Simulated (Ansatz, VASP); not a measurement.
# CdGeAs2 in two plane-wave programs, part 2 of 2

Aim: how closely do two programs agree when they are given the same cell, functional and k mesh? The cell is taken from a series of VASP runs on this material, whose earlier steps may have relaxed, scaled or displaced it; both programs get it as it stands.

VASP 6.6.1 and Ansatz 0.2.0.

So far: Starting point; VASP: relaxation of cell and atoms, LDA.

### 3. Ansatz: relaxation of cell and atoms, LDA

Level of this step: Ansatz beside VASP: Kohn-Sham DFT, plane waves, LDA (Ansatz).

Ansatz runs on its default PAW (the set named soft_2) files.

The same cell, functional (in two slightly different forms), mesh and smearing now go to Ansatz, which takes its cutoff from its data sets.

input.yaml

```yaml
crystal:
  lattice:
    - [-2.97155, 2.97155, 5.6073]
    - [2.97155, -2.97155, 5.6073]
    - [2.97155, 2.97155, -5.6073]
  atoms:
    - { symbol: Cd, position: [0.5, 0.5, 0.0] }
    - { symbol: Cd, position: [0.25, 0.75, 0.5] }
    - { symbol: As, position: [0.09621757, 0.125, 0.47121757] }
    - { symbol: As, position: [0.375, 0.90378243, 0.02878243] }
    - { symbol: As, position: [0.65378243, 0.625, 0.52878243] }
    - { symbol: As, position: [0.875, 0.34621757, 0.97121757] }
    - { symbol: Ge, position: [0.75, 0.25, 0.5] }
    - { symbol: Ge, position: [0.0, 0.0, 0.0] }
hamiltonian:
  xc: lda
  pseudopotentials: { kind: paw }
kpoints:
  mp_grid: { grid: [6, 6, 6] }
scf:
  occupations: { method: gaussian, width: 0.03 }
relax:
  f_tol: 0.01
  max_steps: 60
  cell: { stress_tol: 0.05 }
output:
  forces: true
  stress: true
  write_density: true
  write_potential: true
  elf: true
  volumetric_format: npy
```

Started as:

```sh
$ ansatz run input.yaml --threads 4 --pin off --max-ram 9216MiB --backend cpu --events-out ev --progress --plain --runs-dir out
```

Numbers of over 12 decimals in the logs are rounded to 6 here.

Log:

```text
Engine: ansatz 0.2.0, aarch64-unknown-linux-gnu
Pseudopotentials: kind: paw
Pseudopotential: Cd, paw, valence charge 20, recommended cutoff 420 eV (normal), Cd.paw.azcp
Pseudopotential: As, paw, valence charge 15, recommended cutoff 420 eV (normal), As.paw.azcp
Pseudopotential: Ge, paw, valence charge 14, recommended cutoff 420 eV (normal), Ge.paw.azcp
Functional definition: SPW92
  exchange = slater_x
  correlation = pw_c
Crystal: 8 atoms, lattice volume = 198.052 Å³
Basis set: ecut = 420 eV, 3831 PW (Γ)
Bands: 77, of which v1, the nominal top of the filled ones, is band 64 counted from 1 (63 counted from 0)
Symmetry: 8 space group operations
Space group: I-42d (ITA 122), of the structure as read, at distance tolerance 5.8e-5 Å
k-points: 30 of 216 (time reversal used)
Non-local potential: Cd, projectors of the file, l = 0: 3, l = 1: 2, l = 2: 2, l = 3: 1
Non-local potential: As, projectors of the file, l = 0: 2, l = 1: 2, l = 2: 3, l = 3: 1
Non-local potential: Ge, projectors of the file, l = 0: 2, l = 1: 2, l = 2: 3, l = 3: 1
PAW form: soft (Blöchl's): semilocal exchange-correlation on the pseudo side does not see the compensation charge
PAW frozen core: Cd, regenerated for the run's functional, and the local potential with it (the file was generated under x = pbe(κ = 0.804, μ = 0.219515), c = pbe(β = 0.066725))
PAW frozen core: As, regenerated for the run's functional, and the local potential with it (the file was generated under x = pbe(κ = 0.804, μ = 0.219515), c = pbe(β = 0.066725))
PAW frozen core: Ge, regenerated for the run's functional, and the local potential with it (the file was generated under x = pbe(κ = 0.804, μ = 0.219515), c = pbe(β = 0.066725))
PAW one-centre angular grid: Cd, 590 points (default); XC on 64 Gauss nodes
PAW one-centre angular grid: As, 590 points (default); XC on 64 Gauss nodes
PAW one-centre angular grid: Ge, 590 points (default); XC on 64 Gauss nodes
Initial density: superposition of atomic densities (neutral atoms: chi_scale 0, normalization atom), corrected by the library's trained network
Initial wavefunctions: pseudopotential atomic-orbital guess
Functional: x = slater, c = lda
SCF iter   1: F=—  HF=-43762.298449 eV  |F-HF|=—  |Δ(HF+E_count)|=         —  Δρ=6.19e-3  dr2=4.94e-2  ethr=1.77e-3  ⟨swp⟩=6.0  Hψ=7872  notcnv=0  defer=4
preconditioner: auto → Resta (q_TF=auto, 2.537 Å⁻¹)  ε∞=4.3  [insulator: Δε(μ)=0.210 eV  Ē_g=10.430 eV  σ=0.030 eV  W_gap=1.00  n_scr=60 (ndim 8)  ℏωp=19.0 eV  f_vac=0.119  D(μ)=0.00/eV (n_scr^D=0)  ε∞_Penn≈4.3]
SCF iter   2: F=—  HF=-43762.285233 eV  |F-HF|=—  |Δ(HF+E_count)|=   1.32e-2  Δρ=2.65e-3  dr2=9.00e-3  ethr=3.86e-5  ⟨swp⟩=2.0  Hψ=4700  notcnv=0  defer=219
SCF iter   3: F=—  HF=-43762.283510 eV  |F-HF|=—  |Δ(HF+E_count)|=   1.72e-3  Δρ=9.89e-4  dr2=1.50e-3  ethr=7.03e-6  ⟨swp⟩=1.5  Hψ=2109  notcnv=0  defer=219
SCF iter   4: F=—  HF=-43762.283317 eV  |F-HF|=—  |Δ(HF+E_count)|=   1.94e-4  Δρ=1.37e-4  dr2=3.93e-5  ethr=1.17e-6  ⟨swp⟩=2.0  Hψ=2400  notcnv=0  defer=219
SCF iter   5: F=—  HF=-43762.283343 eV  |F-HF|=—  |Δ(HF+E_count)|=   2.65e-5  Δρ=7.12e-5  dr2=1.07e-5  ethr=3.07e-8  ⟨swp⟩=2.0  Hψ=3771  notcnv=0  defer=219
SCF iter   6: F=—  HF=-43762.283344 eV  |F-HF|=—  |Δ(HF+E_count)|=   5.60e-7  Δρ=2.01e-5  dr2=1.06e-6  ethr=8.39e-9  ⟨swp⟩=2.0  Hψ=3874  notcnv=0  defer=219
SCF iter   7: F=-43762.283344 eV  HF=-43762.283344 eV  |F-HF|=1.21e-8  |Δ(HF+E_count)|=   2.26e-7  Δρ=3.98e-6  dr2=3.56e-8  ethr=7.81e-11  ⟨swp⟩=6.0  Hψ=13350  notcnv=0
SCF 1 converged in 7 iterations: F = -43762.283344 eV  dr2 = 3.56e-8
  greatest PAW one-centre occupation: 1.000 electrons in one spin orbital (limit 2), on the Cd atom at site 1 (counted from 0), in its partial waves of l = 0
relax step   1: F+E_penalty+E_count = -43762.28334387 eV  Δ(F+E_penalty+E_count) = +0.000e0 eV  max|allowed force component| = 2.419e-1 eV/Å  Δτ_max = 0.0000 Å  P = -1.351 GPa  Ω = 198.052 Å³  (7 SCF iters, dr2 threshold 1.00e-7 eV, accepted)
[...]
relax step   2: F+E_penalty+E_count = -43762.31296446 eV  Δ(F+E_penalty+E_count) = -2.962e-2 eV  max|allowed force component| = 1.214e-1 eV/Å  Δτ_max = 0.0401 Å  P = +0.535 GPa  Ω = 192.060 Å³  energy of the carried Pulay correction = +1.031e-3 eV  (6 SCF iters, dr2 threshold 8.00e-7 eV, accepted)
[...]
relax step   3: F+E_penalty+E_count = -43762.31891449 eV  Δ(F+E_penalty+E_count) = -5.950e-3 eV  max|allowed force component| = 7.975e-3 eV/Å  Δτ_max = 0.0125 Å  P = -0.015 GPa  Ω = 193.722 Å³  energy of the carried Pulay correction = +7.417e-4 eV  (5 SCF iters, dr2 threshold 8.00e-7 eV, accepted)
[...]
relax step   4: F+E_penalty+E_count = -43762.31816455 eV  Δ(F+E_penalty+E_count) = +7.499e-4 eV  max|allowed force component| = 8.024e-3 eV/Å  Δτ_max = 0.0000 Å  P = -0.015 GPa  Ω = 193.722 Å³  stress off target by 3.15e-2 GPa  SCF on the basis re-selected at this cell (its energy is not comparable with the rows above)  (6 SCF iters)
basis re-selected at this cell: Δ(F+E_penalty+E_count) = +7.499e-4 eV, ΔP = -0.000 GPa vs the last step (what re-selecting the basis moved, of the pressure what is left beyond the Pulay correction that the steps carried, after the strain that the cell walked since its last selection, with what the two solves' SCF thresholds leave and, on support functions, any second-order correction that the steps lacked; it is no m [...]
SCF converged after 6 iterations
Free energy (F): -43762.318165 eV
Harris-Foulkes:  -43762.318165 eV  (|F-HF|=2.18e-11)
Internal energy: -43762.318165 eV  (E = F + TS)
E sigma→0 (E₀):  -43762.318165 eV
Fermi energy:    8.817401 eV
--- Per-component energies (eV) ---
  E_band       = -2302.047702
  E_kinetic    = 1650.895960
  E_local      = -19763.830237  (includes V_loc(G=0)·N_el)
  E_nonlocal   = -1737.487166
  E_hartree    = 9624.206418
  E_xc         = -818.765849
  E_vxc        = -893.332874  (∫ρ·V_xc dr)
  E_paw        = -18790.839887  (= ΣΔE_a)
  E_vpaw       = -806.707049  (= ΣTr[D̂ρ^β])
  E_aug_tail   = 0.000581  (compensation charges beyond the density's cutoff)
  E_ewald      = -13940.148695
  E_core_change = 13.650710  (= ΣΔE_core)
  E_smearing   = -0.000000  (= −TS)
  E_closure    = 0.000000  (closes the sum)
  Σ components = -43762.318165   (vs F -43762.318165, Δ=0.00e0)
--- Forces (eV/Å), atoms counted from 1 ---
  atom   1  Cd    -0.00000000     0.00000000     0.00000000
  atom   2  Cd    -0.00000000    -0.00000000     0.00000000
  atom   3  As    -0.00000000     0.00802361     0.00000000
  atom   4  As    -0.00802361    -0.00000000     0.00000000
  atom   5  As     0.00000000    -0.00802361    -0.00000000
  atom   6  As     0.00802361     0.00000000     0.00000000
  atom   7  Ge    -0.00000000    -0.00000000     0.00000000
  atom   8  Ge    -0.00000000     0.00000000     0.00000000
  max |Σ_I F_I| component: 2.87e-17 eV/Å
--- Stress (GPa, compression-positive) ---
       -0.031542       0.000000       0.000000
        0.000000      -0.031542      -0.000000
        0.000000       0.000000       0.016676
  P = ⅓ Tr σ = -0.0155 GPa (-0.155 kbar)
--- Band table (eV; the first three rows and the last of 30) ---
  k-point 0: bands = [... 60 lower, 6.5178, 8.6225, 8.7076, 8.7076, 8.9188, 10.0000, 10.4683, 11.6856, ... 9 higher]
  k-point 1: bands = [... 60 lower, 6.6193, 7.0439, 8.2454, 8.5936, 10.0193, 10.3211, 11.5433, 11.5836, ... 9 higher]
  k-point 2: bands = [... 60 lower, 7.0845, 7.1669, 7.7744, 8.3317, 10.2592, 10.3001, 11.1462, 11.6396, ... 9 higher]
  k-point 29: bands = [... 60 lower, 6.9020, 6.9020, 7.7232, 7.7232, 10.0949, 10.0949, 10.2907, 10.2907, ... 9 higher]
--- Relaxed structure (3 steps of the walk, 3 accepted, 1 SCFs on fresh bases) ---
  F+E_penalty+E_count = -43762.31816455 eV   max|allowed force component| = 8.024e-3 eV/Å   (the final SCF, on the basis selected at the relaxed cell)
  cell:  # Å, volume = 193.7218 Å³
    - [-2.938772, 2.938772, 5.607724]
    - [2.938772, -2.938772, 5.607724]
    - [2.938772, 2.938772, -5.607724]
  atoms:
    - { symbol: Cd, position: [0.5, 0.5, 1.0945824628414622e-19] }
    - { symbol: Cd, position: [0.250000, 0.75, 0.5] }
    - { symbol: As, position: [0.100858, 0.125, 0.475858] }
    - { symbol: As, position: [0.375000, 0.899142, 0.024142] }
    - { symbol: As, position: [0.649142, 0.625, 0.524142] }
    - { symbol: As, position: [0.875000, 0.350858, 0.975858] }
    - { symbol: Ge, position: [0.75, 0.250000, 0.5] }
    - { symbol: Ge, position: [0, 0, 1.09458246284145e-19] }
```

It took 36 s on 4 threads of Arm Neoverse V2, shared host; peak memory 0.81 GiB; 2.4 min of CPU time.

### 4. Differences

Known differences besides the potentials themselves: the two LDA forms differ slightly; both relaxations stop at a tolerance, which leaves soft axes loose, and VASP keeps its plane-wave basis; the data sets hold 128 valence electrons in Ansatz (default PAW (the set named soft_2) files) and 72 in VASP; the cutoff is 420 eV in Ansatz and 450 eV in VASP; VASP's log shows a relativistic correction to its local exchange, Ansatz's none; Ansatz adds a Pulay correction to the stress that steers its cell, VASP none. Total energies have different zeros and are not compared.

Both answers:

```
                                         quantity  Ansatz    VASP  difference
                                      volume (Å³)  193.72  194.54     -0.42 %
edge a after relaxation, in the typed setting (Å)   6.980   6.990     -0.15 %
```

The walks stopped with -0.02 GPa left in Ansatz and -0.02 GPa in VASP; each walk ends within a tolerance, so the volume difference is uncertain by about these residues over the bulk modulus, most in soft cells.

### 5. Summary of results

| Item | Value |
| --- | --- |
| difference in volume (relaxation of cell and atoms, LDA) | -0.42 % |

The difference in volume is -0.42 % (relaxation of cell and atoms, LDA), within the 1.2 % picked in this series as the mark of a large difference, as far as the stopping tolerances let one tell. How closely two codes agree says nothing of how well the functional describes the real material.

[Lines on the potential files, build, host, timing and source positions are cut from VASP's logs without a mark.]

[Logs are printed without paths, hosts, clocks, repeated set-up lines and the standing remarks that a program may print on its own settings, such as how far it seeks lower states.]

[Hosts, paths, dates, database ids (printed as entryN), source tags and the programs' standing remarks are cut or masked in the printed files.]
